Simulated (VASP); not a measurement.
# HgTe (relaxed from the cinnabar structure, space group P3_221): computed properties

The numbers are results of r2SCAN meta-GGA, VASP's PBE PAW potentials (set 64) (plane waves; VASP), not measurements.

```
Item                                                                                                                 Value
---------------------------------------------  ---------------------------------------------------------------------------
space group                                                                                                   P3_221 (154)
cell                                           a = 4.661 Å, b = 4.661 Å, c = 10.397 Å, α = 90.00°, β = 90.00°, γ = 120.00°
volume per atom                                                                                              32.61 Å³/atom
band gap (over mesh and band path)                                                                                 0.87 eV
smallest direct gap (over mesh and band path)                                                                      1.05 eV
band-edge character                                                                                       indirect, A to Γ
density                                                                                                         8.36 g/cm³
```

```cif
data_Hg3Te3
_chemical_formula_sum 'Hg3 Te3'
_space_group_name_H-M_alt 'P3221'
_space_group_IT_number 154
_space_group_name_Hall 'P 32 2"'
_cell_length_a 4.66120
_cell_length_b 4.66120
_cell_length_c 10.39720
_cell_angle_alpha 90.000
_cell_angle_beta 90.000
_cell_angle_gamma 120.000
loop_
_atom_site_label
_atom_site_type_symbol
_atom_site_symmetry_multiplicity
_atom_site_Wyckoff_symbol
_atom_site_fract_x
_atom_site_fract_y
_atom_site_fract_z
_atom_site_occupancy
Hg1 Hg 3 a 0.31398 0.31398 0.00000 1
Te1 Te 3 b 0.48555 0.48555 0.50000 1
```

Unless said otherwise, spin-orbit coupling is left out, though it shifts the bands of the heavy elements here.

The structure was generated: HgTe was put into the cinnabar type (P3_221), which need not be its known phase. It was relaxed first, which changed the volume by -5 %. Symmetry was kept, so distortions that lower it aren't found.
